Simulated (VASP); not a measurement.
Write the native input for VASP 6.6.1 that does the following.

```yaml
Task: relaxation of cell and atoms
Functional: PBE
Potentials_or_basis: VASP PAW PBE potentials, release 64 (Pd)
Cutoff: 600 eV
k_mesh: 16 × 16 × 16
Occupations: methfessel-paxton, width 0.1 eV
Spin: no spin polarisation
Further_INCAR_settings: ALGO = Normal; EDIFF = 1e-07; IBRION = 2; EDIFFG = -0.005; NSW = 90; ISIF = 3
```

The structure of Pd lies in POSCAR:

```
Pd                                      
1.0
    0.0000000000      1.9702591630      1.9702591630
    1.9702591630      0.0000000000      1.9702591630
    1.9702591630      1.9702591630     -0.0000000000
  Pd            
     1
Direct
     0.0000000000000000    0.0000000000000000    0.0000000000000000
```

One way to write it, as run:

INCAR

```
  PREC = Accurate
  ENCUT = 600
  EDIFF = 1E-7
  ISMEAR = 1
  SIGMA = 0.1
  LREAL = False
  LASPH = True
  NELM = 80
  ALGO = Normal
  ISIF = 3
  LWAVE = False
  LCHARG = False
  GGA = PE
  IBRION = 2
  NSW = 90
  EDIFFG = -0.005
```

KPOINTS

```
regular mesh
0
Gamma
  16 16 16
```

Potentials or basis: VASP PAW PBE potentials, release 64 (Pd).

Run with:

```console
$ cat potpaw_PBE.64/Pd/POTCAR > POTCAR
$ mpirun -np 1 vasp_std > vasp.out
```

It gave:

The relaxed volume is 15.29 Å³/atom, the relaxed cell is a = 2.786 Å, b = 2.786 Å, c = 2.786 Å, α = 60.00°, β = 60.00°, γ = 60.00° and the space group after relaxing (to 0.05 Å) is Fm-3m (No. 225). The energy gained by relaxing is 0.0 meV/atom. The ionic steps are 3 and the pressure after relaxing is 0.0 GPa. The band gap on the k mesh is none (metal or under the smearing width).

Run time: 16 s on 1 thread of Intel(R) Xeon(R) 6975P-C (Granite Rapids), with other jobs on the host, peak memory 0.15 GiB.
